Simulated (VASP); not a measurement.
Here is the system:

```yaml
crystal:
  lattice:
    - [1.47158, -2.54885, 0.00000]
    - [1.47158, 2.54885, 0.00000]
    - [0.00000, 0.00000, 23.06228]
  atoms:
    - { symbol: Ti, position: [0.00000, 0.00000, 0.15417] }
    - { symbol: Ti, position: [0.00000, 0.00000, 0.65417] }
    - { symbol: Ti, position: [0.00000, 0.00000, 0.84583] }
    - { symbol: Ti, position: [0.00000, 0.00000, 0.34583] }
    - { symbol: Ti, position: [0.33333, 0.66667, 0.05375] }
    - { symbol: Ti, position: [0.66667, 0.33333, 0.55375] }
    - { symbol: Ti, position: [0.66667, 0.33333, 0.94625] }
    - { symbol: Ti, position: [0.33333, 0.66667, 0.44625] }
    - { symbol: Al, position: [0.33333, 0.66667, 0.25000] }
    - { symbol: Al, position: [0.66667, 0.33333, 0.75000] }
    - { symbol: N, position: [0.00000, 0.00000, 0.00000] }
    - { symbol: N, position: [0.00000, 0.00000, 0.50000] }
    - { symbol: N, position: [0.33333, 0.66667, 0.60566] }
    - { symbol: N, position: [0.66667, 0.33333, 0.10566] }
    - { symbol: N, position: [0.66667, 0.33333, 0.39434] }
    - { symbol: N, position: [0.33333, 0.66667, 0.89434] }
```

Level of theory: LDA (Ceperley-Alder, Perdew-Zunger), VASP's LDA PAW potentials (set 64) (plane waves; VASP 6.6.1). Run with LREAL = Auto, 520 eV cut-off, Gaussian smearing of 0.050 eV, potentials Ti_sv Al N.

Problem. Give the energies of bands 61 to 74 at the high-symmetry points, in eV from the Fermi level.

Solution. 
```
band      Γ      M      K      A      L      H
----  -----  -----  -----  -----  -----  -----
61    -0.59  -2.83  -1.62  -0.49  -2.75  -1.62
62    -0.40  -2.71  -1.61  -0.49  -2.75  -1.62
63    -0.30  -1.17  -1.26  -0.30  -1.17  -1.26
64    -0.30  -1.17  -1.26  -0.30  -1.17  -1.26
65    -0.30  -1.11  -0.39  -0.30  -1.10  -0.39
66    -0.30  -1.09  -0.39  -0.30  -1.10  -0.39
67     0.48   0.92   0.72   0.48   0.95   0.76
68     0.48   0.99   0.80   0.48   0.95   0.76
69     0.49   1.43   0.96   0.48   1.43   1.00
70     0.49   1.44   0.96   0.48   1.43   1.00
71     0.56   1.81   1.30   0.59   1.86   1.17
72     0.61   1.86   1.30   0.59   1.86   1.17
73     0.95   1.90   1.45   0.96   1.90   1.59
74     0.95   1.96   1.46   0.96   1.90   1.59
```

It has no gap at this level: it comes out as a metal or semimetal.

The compound is Ti4AlN3 in the sg194 structure. It was relaxed first.
